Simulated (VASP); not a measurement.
Here is the system:

```xyz
2
Lattice="1.6057 -2.7812 0.0000 1.6057 2.7812 0.0000 0.0000 0.0000 5.1746" Properties=species:S:1:pos:R:3 pbc="T T T"
Zr     1.6057     0.9271     1.2937
Zr     1.6057    -0.9271     3.8810
```

Computed with optB88-vdW, VASP's PBE PAW potentials (set 64) (plane waves; VASP). Run with 520 eV cut-off, 15×15×8 Γ-centred mesh, tetrahedra with Blöchl corrections, potentials Zr_sv.

Estimate the energy per atom (σ→0), band gap (on the k-mesh) with the smallest direct gap where there is one.

* **band gap (on the k-mesh)**: none (metal, semimetal or under 0.01 eV)
* **energy per atom (σ→0)**: -5.758 eV/atom

Total energies compare only between runs with the same potentials, cut-off and functional.

The compound is Zr in the hcp structure. It was relaxed first.
